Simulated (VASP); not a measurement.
These are revPBE GGA, VASP's PBE PAW potentials (set 64) (plane waves; VASP 6.6.1) values and carry that method's errors.

VASP input:

**KPOINTS**
```
Automatic mesh
0
Gamma
4 4 2
0 0 0
```

### INCAR
```
NELM = 100   # most electronic steps
ISMEAR = 0
LREAL = .FALSE.
GGA = RE   # revPBE
EDIFF = 1E-6
LASPH = .TRUE.   # aspherical one-centre terms
ENCUT = 400
SYSTEM = CsI
LCHARG = .FALSE.
LMAXMIX = 4   # l cut-off of mixed one-centre charges
PREC = Accurate
SIGMA = 0.05   # width (eV)
ISIF = 2
ALGO = Normal
LWAVE = .FALSE.
```

**POSCAR**
```
CsI
1
    5.5296900000     0.0000000000     0.0000000000
    0.0000000000     5.5296900000     0.0000000000
    0.0000000000     0.0000000000     9.7367160000
Cs I
2 2
Direct
  0.0000000000   0.5000000000   0.0000000000
  0.5000000000   0.0000000000   0.5000000000
  0.0000000000   0.0000000000   0.2500000000
  0.0000000000   0.0000000000   0.7500000000
```

POTCAR, in this order: Cs_sv I (PBE.64 set). Program: vasp_std.

**Question.** What will the output report for the number of irreducible k-points (NKPTS), number of bands (NBANDS), largest plane-wave count, number of space-group operations, FFT grid (NGX, NGY, NGZ)?

**Answer.** 
```json
{
  "number of irreducible k-points (NKPTS)": "12",
  "number of bands (NBANDS)": "20",
  "largest_plane_wave_count": "5456",
  "number_of_space_group_operations": "16",
  "FFT grid (NGX, NGY, NGZ)": "36 × 36 × 64"
}
```

The structure was generated: CsI was put into the PtS type (P4_2/mmc), which need not be its known phase. The cell was not relaxed at this level. The run is one of a series of settings (GGA = RE against the base run), some of them coarse on purpose.
